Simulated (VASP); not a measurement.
An input for Quantum ESPRESSO's pw.x (written as the equivalent of a VASP run, and not itself run):

```
&CONTROL
  calculation = 'scf'
  pseudo_dir = './pseudo'
  outdir = './out'
  tprnfor = .true.
  tstress = .true.
/
&SYSTEM
  ibrav = 0
  nat = 2
  ntyp = 2
  ecutwfc = 82
  occupations = 'smearing'
  smearing = 'methfessel-paxton'
  degauss = 0.00735
  input_dft = 'pbe'
/
&ELECTRONS
  conv_thr = 7.3e-08
  electron_maxstep = 100
/
ATOMIC_SPECIES
  W 183.840 W.upf
  C 12.011 C.upf
CELL_PARAMETERS angstrom
     1.4732680   -2.5247090    0.0000000
     1.4732680    2.5247090    0.0000000
     0.0000000    0.0000000    2.7993500
ATOMIC_POSITIONS crystal
  W    0.0000000  0.0000000  0.0000000
  C    0.3501850  0.6835190  0.5000000
K_POINTS automatic
  13 13 12 0 0 0
```

Task: Write the VASP files for the same calculation (PBE).

Result: Several could match; the one computed here: 
INCAR:
```
# general
SYSTEM  = WC
PREC    = Normal
ENCUT   = 520   # plane-wave cut-off (eV)
LREAL   = F
LASPH   = T

# electronic loop
EDIFF   = 1E-6   # SCF stop (eV)
NELM    = 100
ALGO    = Normal
LMAXMIX = 6   # l cut-off of mixed one-centre charges

# smearing
ISMEAR  = 1
SIGMA   = 0.1

# functional
GGA     = PE   # PBE

# ions
ISIF    = 2   # forces and stress, cell fixed

# output
LWAVE   = F
LCHARG  = F
```

### POSCAR
```
WC
1
    1.4732680000    -2.5247090000     0.0000000000
    1.4732680000     2.5247090000     0.0000000000
    0.0000000000     0.0000000000     2.7993500000
W C
1 1
Direct
  0.0000000000   0.0000000000   0.0000000000
  0.3501850000   0.6835190000   0.5000000000
```

File KPOINTS:
```
Automatic mesh
0
Gamma
13 13 12
0 0 0
```

POTCAR, in this order: W_sv C (PBE.64 set). Program: vasp_std.

Limits of the translation: the potentials are each code's own (VASP's PAW set, PseudoDojo norm-conserving files in pw.x), so ENCUT and ecutwfc are chosen apart and not converted; conv_thr bounds pw.x's estimated SCF error, while EDIFF bounds the energy change between steps.

The compound is WC in the wc structure. The cell was not relaxed at this level, atoms are displaced from their ideal sites. The run is one of a series of settings (PREC = Normal against the base run), some of them coarse on purpose.
